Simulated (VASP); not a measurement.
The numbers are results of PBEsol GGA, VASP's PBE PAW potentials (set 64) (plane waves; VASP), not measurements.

VASP ran on this input.

**POSCAR**
```
CeO2
1
    0.0000000000     2.6986538632     2.6986538632
    2.6986538632     0.0000000000     2.6986538632
    2.6986538632     2.6986538632     0.0000000000
Ce O
1 2
Direct
  0.0000000000   0.0000000000   0.0000000000
  0.2500000000   0.2500000000   0.2500000000
  0.7500000000   0.7500000000   0.7500000000
```

**KPOINTS**
```
Automatic mesh
0
Gamma
13 13 13
0 0 0
```

**INCAR**
```
ALGO=Normal
CSHIFT=0.1
EDIFF=1E-7
ENCUT=520
GGA=PS
ISMEAR=0
LASPH=.True.
LCHARG=.False.
LMAXMIX=6
LOPTICS=.True.
LREAL=.False.
LWAVE=.False.
NBANDS=48
NEDOS=1001
NELM=100
PREC=Accurate
SIGMA=0.01
SYSTEM=CeO2
```

POTCAR, in this order: Ce O (PBE.64 set). Program: vasp_std.

Output of the run:

### OSZICAR
```
       N       E                     dE             d eps       ncg     rms          rms(c)
DAV:   1     0.167583298464E+03    0.16758E+03   -0.95694E+03 10592   0.669E+02
DAV:   2    -0.167808018537E+02   -0.18436E+03   -0.15569E+03  8232   0.170E+02
DAV:   3    -0.322149768635E+02   -0.15434E+02   -0.14888E+02  9448   0.513E+01
DAV:   4    -0.326541938202E+02   -0.43922E+00   -0.43609E+00 11944   0.677E+00
DAV:   5    -0.326664282463E+02   -0.12234E-01   -0.12225E-01 11240   0.855E-01    0.325E+01
DAV:   6    -0.305178953975E+02    0.21485E+01   -0.16788E+01 10856   0.194E+01    0.229E+01
DAV:   7    -0.296353424915E+02    0.88255E+00   -0.19786E+01 10000   0.374E+01    0.224E+01
DAV:   8    -0.282346665694E+02    0.14007E+01   -0.42340E-01 10632   0.489E+00    0.109E+01
DAV:   9    -0.275398282246E+02    0.69484E+00   -0.61872E-01 11696   0.588E+00    0.136E+00
DAV:  10    -0.275452070019E+02   -0.53788E-02   -0.67636E-02  9600   0.947E-01    0.674E-01
DAV:  11    -0.275727628515E+02   -0.27556E-01   -0.71423E-02 12256   0.191E+00    0.331E+00
DAV:  12    -0.275444338046E+02    0.28329E-01   -0.41335E-02 10272   0.162E+00    0.300E-01
DAV:  13    -0.275448746583E+02   -0.44085E-03   -0.14428E-03 10384   0.249E-01    0.485E-01
DAV:  14    -0.275448586395E+02    0.16019E-04   -0.13992E-04  9400   0.480E-02    0.199E-01
DAV:  15    -0.275445772577E+02    0.28138E-03   -0.13068E-04 12192   0.876E-02    0.109E-01
DAV:  16    -0.275444854940E+02    0.91764E-04   -0.11335E-04 12536   0.806E-02    0.102E-02
DAV:  17    -0.275444860809E+02   -0.58685E-06   -0.10062E-05  9368   0.107E-02    0.547E-03
DAV:  18    -0.275444858610E+02    0.21994E-06   -0.55561E-07 10568   0.252E-03    0.544E-03
DAV:  19    -0.275444858902E+02   -0.29204E-07   -0.64932E-08  6536   0.196E-03
   1 F= -.27544486E+02 E0= -.27544486E+02  d E =-.319078E-47
 imaginary and real dielectric function
```

OUTCAR:
```
------------------------ aborting loop because EDIFF is reached ----------------------------------------
  FORCE on cell =-STRESS in cart. coord.  units (eV):
  Direction    XX          YY          ZZ          XY          YZ          ZX
  --------------------------------------------------------------------------------------
  Total        0.0111340      0.0111340      0.0111340      0.0000000     -0.0000000      0.0000000
  in kB        0.4538253      0.4538253      0.4538253      0.0000000     -0.0000000      0.0000000
  external PRESSURE =       0.4538253 kB  Pullay stress =       0.0000000 kB
  volume of cell :       39.31
      direct lattice vectors                 reciprocal lattice vectors
     0.000000000  2.698653863  2.698653863    -0.185277559  0.185277559  0.185277559
     2.698653863  0.000000000  2.698653863     0.185277559 -0.185277559  0.185277559
     2.698653863  2.698653863  0.000000000     0.185277559  0.185277559 -0.185277559
 POSITION                                       TOTAL-FORCE (eV/Angst)
 -----------------------------------------------------------------------------------
      0.00000      0.00000      0.00000         0.000000      0.000000      0.000000
      1.34933      1.34933      1.34933        -0.000000     -0.000000      0.000000
      4.04798      4.04798      4.04798         0.000000     -0.000000     -0.000000
 -----------------------------------------------------------------------------------
    total drift:                                0.000000      0.000000      0.000000
  FREE ENERGIE OF THE ION-ELECTRON SYSTEM (eV)
  ---------------------------------------------------
  free  energy   TOTEN  =       -27.5444858902 eV

  energy  without entropy=      -27.5444858902  energy(sigma->0) =      -27.54448589

 plasma frequency squared (from intraband transitions) (eV^2)
  --------------------------------------------------------------------------------------
       0.000       0.000       0.000
      -0.000       0.000       0.000
       0.000       0.000       0.000

 plasma frequency squared (from interband transitions, int dw w eps(2)(w)) (eV^2)
  --------------------------------------------------------------------------------------
     672.423       0.000       0.000      -0.000       0.000      -0.000
       0.000       0.000     672.423       0.000      -0.000      -0.000
       0.000       0.000      -0.000       0.000     672.423       0.000
```
(Selected blocks of OUTCAR.)

File OUTCAR:
```
 val. band max:        5.2759488832   @ k =  -0.3077   0.2308   0.0000

 cond. band min:       7.2750358572   @ k =  -0.4615   0.0769   0.0000


 Fermi energy:         5.3757854504

 k-point     1 :       0.0000    0.0000    0.0000
  band No.  band energies     occupation
      1     -27.1094      2.00000
      2     -10.9873      2.00000
      3     -10.0121      2.00000
      4      -9.2429      2.00000
      5      -9.2429      2.00000
      6      -9.2429      2.00000
      7       1.3098      2.00000
      8       1.3098      2.00000
      9       1.3098      2.00000
     10       4.6463      2.00000
     11       4.6463      2.00000
     12       4.6463      2.00000
     13       7.5988      0.00000
     14       7.5988      0.00000
     15       7.5988      0.00000
     16       7.8780      0.00000
     17       8.2863      0.00000
     18       8.2863      0.00000
     19       8.2863      0.00000
     20      11.3068      0.00000
     21      11.3068      0.00000
     22      12.1170      0.00000
     23      17.7321      0.00000
     24      17.7321      0.00000
     25      17.7321      0.00000
     26      21.2133      0.00000
     27      21.2133      0.00000
     28      21.2133      0.00000
     29      28.8096      0.00000
     30      31.0605      0.00000
     31      31.0605      0.00000
     32      31.9274      0.00000
     33      31.9274      0.00000
     34      31.9274      0.00000
     35      37.0055      0.00000
     36      37.0055      0.00000
     37      37.0055      0.00000
     38      37.4147      0.00000
     39      37.4147      0.00000
     40      37.4147      0.00000
     41      39.6156      0.00000
     42      45.5745      0.00000
     43      45.5745      0.00000
     44      46.1072      0.00000
     45      46.1072      0.00000
     46      46.1072      0.00000
     47      48.1486      0.00000
     48      48.1486      0.00000

 k-point     2 :       0.0769    0.0000    0.0000
  band No.  band energies     occupation
...
```

The dielectric response may not be converged in the k-mesh; for small gaps it tends to come out too large.

The compound is CeO2 in the fluorite structure. It was relaxed first. The run is not spin-polarised, so no magnetic state was tried.
